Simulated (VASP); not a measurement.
Consider the following.

```
CELL_PARAMETERS angstrom
     -1.62131     1.62131     1.62131
      1.62131    -1.62131     1.62131
      1.62131     1.62131    -1.62131
ATOMIC_POSITIONS crystal
  Ti 0.00000 0.00000 0.00000
```

Computed with r2SCAN+rVV10 with spin-orbit coupling, VASP's PBE PAW potentials (set 64) (plane waves; VASP). Settings: 400 eV cut-off, 14×14×14 Γ-centred mesh, Gaussian smearing of 0.050 eV, potentials Ti_sv.

**Question.** Give the energies of bands 9 to 19 at the high-symmetry points, in eV from the Fermi level.

**Answer.** 
| band | Γ | H | N | P |
|---|---|---|---|---|
| 9 | -6.35 | -2.33 | -2.62 | -0.69 |
| 10 | -6.35 | -2.33 | -2.62 | -0.69 |
| 11 | 1.16 | -2.33 | -0.34 | -0.66 |
| 12 | 1.16 | -2.33 | -0.34 | -0.66 |
| 13 | 1.16 | 4.22 | 1.02 | -0.66 |
| 14 | 1.16 | 4.22 | 1.02 | -0.66 |
| 15 | 1.19 | 4.22 | 3.00 | 3.43 |
| 16 | 1.19 | 4.22 | 3.00 | 3.43 |
| 17 | 2.99 | 4.26 | 3.36 | 3.43 |
| 18 | 2.99 | 4.26 | 3.36 | 3.43 |
| 19 | 2.99 | 8.81 | 4.60 | 9.51 |

It has no gap at this level: it comes out as a metal or semimetal.

The structure comes from a measured Ti entry (Im-3m) of the Crystallography Open Database, whose conditions weren't checked. It was relaxed first.
